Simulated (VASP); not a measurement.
Data:

```xyz
2
Lattice="4.8738 0.0000 0.0000 0.0000 4.8738 0.0000 0.0000 0.0000 4.8738" Properties=species:S:1:pos:R:3 pbc="T T T"
Cs     0.0000     0.0000     0.0000
I      2.4369     2.4369     2.4369
```

Calculation: revPBE GGA, VASP's PBE PAW potentials (set 64) (plane waves; VASP). Run with 520 eV cut-off, 6×6×6 Γ-centred mesh, Gaussian smearing of 0.050 eV, potentials Cs_sv I.

Q: The job: CsI (CsCl type), 2 atoms, revPBE, static run, 520 eV, 6×6×6 Γ-centred mesh. Roughly how much core time does it take on a busy server core?

A: About 20 core-seconds (one run on a shared machine, a rough figure). It had 20 irreducible k-points, 12 bands, up to 3136 plane waves and 15 electronic steps.

The compound is CsI in the CsCl type structure. This cell is one point of a volume scan, at 1.03 of the reference volume.
